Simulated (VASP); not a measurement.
Set up this calculation in VASP 6.6.1, as the native input.

```yaml
Task: single point
Functional: PBEsol
Potentials_or_basis: VASP PAW PBE potentials, release 64 (Ni)
Cutoff: 520 eV
k_mesh: 20 × 20 × 20
Occupations: gaussian, width 0.1 eV
Spin: collinear spin, ferromagnetic start
Starting_moments: "[0.8] μB"
Further_INCAR_settings: ALGO = Normal; EDIFF = 1e-07; NBANDS = 15
```

The structure of Ni lies in POSCAR:

```
Ni                                      
1.0
    0.0000000000      1.7485416299      1.7485416299
    1.7485416299     -0.0000000000      1.7485416299
    1.7485416299      1.7485416299     -0.0000000000
  Ni            
     1
Direct
     0.0000000000000000    0.0000000000000000    0.0000000000000000
```

The cell isn't the ideal one: a relaxed cell with its volume scaled by 1.03.

The input as run:

INCAR

```
SYSTEM = Ni
ALGO = Normal
EDIFF = 1E-7
ENCUT = 520
GGA = PS
ISIF = 2
ISMEAR = 0
ISPIN = 2
LASPH = .True.
LCHARG = .False.
LMAXMIX = 4
LORBIT = 11
LREAL = .False.
LWAVE = .False.
MAGMOM = 0.8
NBANDS = 15
NELM = 150
PREC = Accurate
SIGMA = 0.1
```

KPOINTS

```
k-points
0
Gamma
  20 20 20
  0 0 0
```

Potentials or basis: VASP PAW PBE potentials, release 64 (Ni).

Launch:

```sh
$ cat potpaw_PBE.64/Ni/POTCAR > POTCAR
$ mpirun -np 1 vasp_std > vasp.out
```

Results of the run:

```yaml
Pressure: -6.3 GPa
Band_gap_on_the_k_mesh: none (metal or under the smearing width)
Net_moment: 0.63 μB per cell
Site_moments: Ni +0.64 μB
Valence_electrons_inside_the_program's_atomic_spheres: Ni 9.35
```

Caveat: the PAW data sets were made with another functional, which shifts forces and pressure a little.

It took 39 s on 1 thread of Intel(R) Xeon(R) 6975P-C (Granite Rapids), with other jobs on the host, peak memory 0.17 GiB.
